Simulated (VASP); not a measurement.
Output of a VASP run:

**OUTCAR**
```
 ion  position               nearest neighbor table
   1  0.667  0.333  0.500-   4 1.98   4 1.98   4 1.98   3 1.99
   2  0.333  0.667  0.000-   3 1.98   3 1.98   3 1.98   4 1.99
   3  0.667  0.333  0.877-   2 1.98   2 1.98   2 1.98   1 1.99
   4  0.333  0.667  0.377-   1 1.98   1 1.98   1 1.98   2 1.99
  LATTYP: Found a hexagonal cell.
 ALAT       =     3.2464568493
 C/A-ratio  =     1.6297848096
 Subroutine PRICEL returns:
 Original cell was already a primitive cell.
 Subroutine GETGRP returns: Found 12 space group operations
The static configuration has the point symmetry C_3v.
 The point group associated with its full space group is C_6v.
The dynamic configuration has the point symmetry C_3v.
 Subroutine INISYM returns: Found 12 space group operations
 Subroutine IBZKPT returns following result:
 Found     42 irreducible k-points:

 Following reciprocal coordinates:
            Coordinates               Weight
  0.000000  0.000000  0.000000      1.000000
  0.100000  0.000000  0.000000      6.000000
  0.200000  0.000000  0.000000      6.000000
  0.300000  0.000000  0.000000      6.000000
  0.400000  0.000000  0.000000      6.000000
  0.500000  0.000000  0.000000      3.000000
  0.100000  0.100000  0.000000      6.000000
  0.200000  0.100000  0.000000     12.000000
  0.300000  0.100000  0.000000     12.000000
  0.400000  0.100000  0.000000     12.000000
  0.200000  0.200000  0.000000      6.000000
  0.300000  0.200000  0.000000     12.000000
  0.400000  0.200000  0.000000      6.000000
  0.300000  0.300000  0.000000      6.000000
  0.000000  0.000000  0.200000      2.000000
  0.100000  0.000000  0.200000     12.000000
  0.200000  0.000000  0.200000     12.000000
  0.300000  0.000000  0.200000     12.000000
  0.400000  0.000000  0.200000     12.000000
  0.500000  0.000000  0.200000      6.000000
  0.100000  0.100000  0.200000     12.000000
  0.200000  0.100000  0.200000     24.000000
  0.300000  0.100000  0.200000     24.000000
  0.400000  0.100000  0.200000     24.000000
  0.200000  0.200000  0.200000     12.000000
  0.300000  0.200000  0.200000     24.000000
  0.400000  0.200000  0.200000     12.000000
  0.300000  0.300000  0.200000     12.000000
  0.000000  0.000000  0.400000      2.000000
  0.100000  0.000000  0.400000     12.000000
  0.200000  0.000000  0.400000     12.000000
  0.300000  0.000000  0.400000     12.000000
  0.400000  0.000000  0.400000     12.000000
  0.500000  0.000000  0.400000      6.000000
  0.100000  0.100000  0.400000     12.000000
  0.200000  0.100000  0.400000     24.000000
  0.300000  0.100000  0.400000     24.000000
  0.400000  0.100000  0.400000     24.000000
  0.200000  0.200000  0.400000     12.000000
  0.300000  0.200000  0.400000     24.000000
   k-points           NKPTS =     42   k-points in BZ     NKDIM =     42   number of bands    NBANDS=     22
   number of dos      NEDOS =    301   number of ions     NIONS =      4
   total plane-waves  NPLWV =  23040
   dimension x,y,z NGX =    24 NGY =   24 NGZ =   40
   dimension x,y,z NGXF=    48 NGYF=   48 NGZF=   80
   ions per type =               2   2
   PREC   = accura    normal or accurate (medium, high low for compatibility)
   ISTART =      0    job   : 0-new  1-cont  2-samecut
   ICHARG =      2    charge: 1-file 2-atom 10-const
   ISPIN  =      1    spin polarized calculation?
   LNONCOLLINEAR =      F non collinear calculations
   LSORBIT =      F    spin-orbit coupling
   INIWAV =      1    electr: 0-lowe 1-rand  2-diag
   ENCUT  =  520.0 eV  38.22 Ry    6.18 a.u.   6.04  6.04  9.84*2*pi/ulx,y,z
   NELM   =    100;   NELMIN=  2; NELMDL= -5     # of ELM steps
   EDIFF  = 0.1E-06   stopping-criterion for ELM
   LREAL  =      F    real-space projection
   NLSPLINE    = F    spline interpolate recip. space projectors
   LMAXMIX     =    4 max onsite mixed and CHGCAR
   VOSKOWN=      0    Vosko Wilk Nusair interpolation
...
```

### OSZICAR
```
       N       E                     dE             d eps       ncg     rms          rms(c)
DAV:   1     0.255814515069E+03    0.25581E+03   -0.18953E+04  1896   0.307E+03
DAV:   2    -0.264140507178E+02   -0.28223E+03   -0.27325E+03  2108   0.548E+02
DAV:   3    -0.620487540487E+02   -0.35635E+02   -0.35178E+02  2142   0.160E+02
DAV:   4    -0.634643017885E+02   -0.14155E+01   -0.14121E+01  2584   0.343E+01
DAV:   5    -0.634862106016E+02   -0.21909E-01   -0.21903E-01  2106   0.379E+00    0.984E+00
DAV:   6    -0.535723034418E+02    0.99139E+01   -0.14546E+01  3284   0.633E+01    0.304E+00
DAV:   7    -0.530932026280E+02    0.47910E+00   -0.18452E+00  2080   0.150E+01    0.237E+00
DAV:   8    -0.550427946641E+02   -0.19496E+01   -0.12346E+00  2420   0.902E+00    0.151E+00
DAV:   9    -0.533980538563E+02    0.16447E+01   -0.58852E-01  1898   0.643E+00    0.535E-01
DAV:  10    -0.536809333552E+02   -0.28288E+00   -0.20475E-01  1944   0.492E+00    0.393E-01
DAV:  11    -0.536928940870E+02   -0.11961E-01   -0.68354E-02  1860   0.307E+00    0.148E-01
DAV:  12    -0.536977207568E+02   -0.48267E-02   -0.24634E-02  1916   0.195E+00    0.730E-02
DAV:  13    -0.536921937172E+02    0.55270E-02   -0.52129E-03  2298   0.897E-01    0.917E-02
DAV:  14    -0.537044252647E+02   -0.12232E-01   -0.46987E-03  1860   0.906E-01    0.447E-02
DAV:  15    -0.537055409354E+02   -0.11157E-02   -0.76224E-04  2394   0.329E-01    0.131E-02
DAV:  16    -0.537055618568E+02   -0.20921E-04   -0.68705E-05  2166   0.742E-02    0.968E-03
DAV:  17    -0.537055631638E+02   -0.13070E-05   -0.14271E-06  2670   0.101E-02    0.967E-03
DAV:  18    -0.537056330864E+02   -0.69923E-04   -0.10952E-05  2528   0.397E-02    0.118E-02
DAV:  19    -0.537055144696E+02    0.11862E-03   -0.61607E-05  2328   0.826E-02    0.541E-02
DAV:  20    -0.537054910756E+02    0.23394E-04   -0.90704E-06  2438   0.394E-02    0.458E-02
DAV:  21    -0.537054870089E+02    0.40667E-05   -0.10975E-05  2774   0.249E-02    0.313E-02
DAV:  22    -0.537054903116E+02   -0.33027E-05   -0.39853E-06  2212   0.153E-02    0.219E-02
DAV:  23    -0.537054921936E+02   -0.18820E-05   -0.25151E-06  2638   0.114E-02    0.134E-02
DAV:  24    -0.537054897593E+02    0.24343E-05   -0.58593E-07  2170   0.683E-03    0.927E-03
DAV:  25    -0.537054894502E+02    0.30908E-06   -0.66041E-08  1224   0.478E-03    0.780E-03
DAV:  26    -0.537054881270E+02    0.13232E-05   -0.30047E-07  1770   0.602E-03    0.375E-03
DAV:  27    -0.537054883220E+02   -0.19502E-06   -0.10400E-07  1020   0.318E-03    0.201E-03
DAV:  28    -0.537054877240E+02    0.59801E-06   -0.12226E-07  1182   0.298E-03    0.256E-04
DAV:  29    -0.537054873962E+02    0.32778E-06   -0.34387E-08   960   0.178E-03    0.351E-04
DAV:  30    -0.537054872706E+02    0.12566E-06   -0.10426E-08   954   0.975E-04    0.310E-04
DAV:  31    -0.537054873803E+02   -0.10973E-06   -0.33636E-09   960   0.663E-04    0.169E-04
DAV:  32    -0.537054874996E+02   -0.11927E-06   -0.21865E-09   942   0.468E-04    0.387E-05
DAV:  33    -0.537054878775E+02   -0.37787E-06   -0.92750E-10   960   0.580E-04    0.626E-05
DAV:  34    -0.537054878396E+02    0.37894E-07   -0.29772E-10   954   0.170E-04
   1 F= -.53705488E+02 E0= -.53705488E+02  d E =-.537055E+02
```

**OUTCAR**
```
------------------------ aborting loop because EDIFF is reached ----------------------------------------
  FORCE on cell =-STRESS in cart. coord.  units (eV):
  Direction    XX          YY          ZZ          XY          YZ          ZX
  --------------------------------------------------------------------------------------
  Total       -2.9877609     -2.9877609     -3.0332889      0.0000000      0.0000000      0.0000000
  in kB      -99.1212163    -99.1212135   -100.6316407      0.0000000      0.0000000      0.0000000
  external PRESSURE =     -99.6246902 kB  Pullay stress =       0.0000000 kB
  volume of cell :       48.29
      direct lattice vectors                 reciprocal lattice vectors
     1.623228441 -2.811514094  0.000000000     0.308028117 -0.177840119  0.000000000
     1.623228441  2.811514094  0.000000000     0.308028117  0.177840119  0.000000000
     0.000000000  0.000000000  5.291026058     0.000000000  0.000000000  0.188999258
  FREE ENERGIE OF THE ION-ELECTRON SYSTEM (eV)
  ---------------------------------------------------
  free  energy   TOTEN  =       -53.7054878396 eV

  energy  without entropy=      -53.7054878396  energy(sigma->0) =      -53.70548784

 reached required accuracy - stopping structural energy minimisation
```
(Selected blocks of OUTCAR.)

File POSCAR:
```
GaN
1
    1.6232284414    -2.8115140941     0.0000000000
    1.6232284414     2.8115140941     0.0000000000
    0.0000000000     0.0000000000     5.2910260581
Ga N
2 2
Direct
  0.6666670000   0.3333330000   0.5001192119
  0.3333330000   0.6666670000   0.0001192119
  0.6666670000   0.3333330000   0.8768807881
  0.3333330000   0.6666670000   0.3768807881
```

Problem. Write an INCAR and KPOINTS that could have produced this output.

Solution. This is not unique; one that fits is the input of the run itself, SCAN meta-GGA, plane waves, VASP's PBE PAW potentials (set 64).

**INCAR**
```
! general
SYSTEM  = GaN
PREC    = Accurate
ENCUT   = 520
LREAL   = .FALSE.
LASPH   = .TRUE.

! electronic loop
EDIFF   = 1E-7
NELM    = 100
ALGO    = Normal
LMAXMIX = 4
LMIXTAU = .TRUE.

! smearing
ISMEAR  = 0
SIGMA   = 0.05

! functional
METAGGA = SCAN

! ions
IBRION  = 2
NSW     = 30
ISIF    = 4
EDIFFG  = -0.01

! output
LWAVE   = .FALSE.
LCHARG  = .FALSE.
```

File KPOINTS:
```
Automatic mesh
0
G
10 10 5
```

POTCAR, in this order: Ga_d N (PBE.64 set). Program: vasp_std.

The compound is GaN in the wurtzite structure. This cell is one point of a volume scan, at 1.06 of the reference volume.
